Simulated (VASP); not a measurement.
Input:

```
Si
1.0
    0.00000     2.63914     2.63914
    2.63914     0.00000     2.63914
    2.63914     2.63914     0.00000
Si
2
Direct
  0.00000   0.00000   0.00000
  0.25000   0.25000   0.25000
```

These are PBEsol GGA, VASP's PBE PAW potentials (set 64) (plane waves; VASP) values and carry that method's errors. Settings: 500 eV cut-off, 9×9×9 Γ-centred mesh, Gaussian smearing of 0.050 eV, potentials Si.

### Question
Estimate the energy per atom (σ→0), pressure.

### Answer

```
Quantity                        Value
---------------------  --------------
energy per atom (σ→0)  -5697 meV/atom
pressure                     9.96 GPa
```

Only differences to runs with the same potentials and settings are physical.

The compound is Si in the diamond structure. It was relaxed first under an external pressure of 10 GPa.
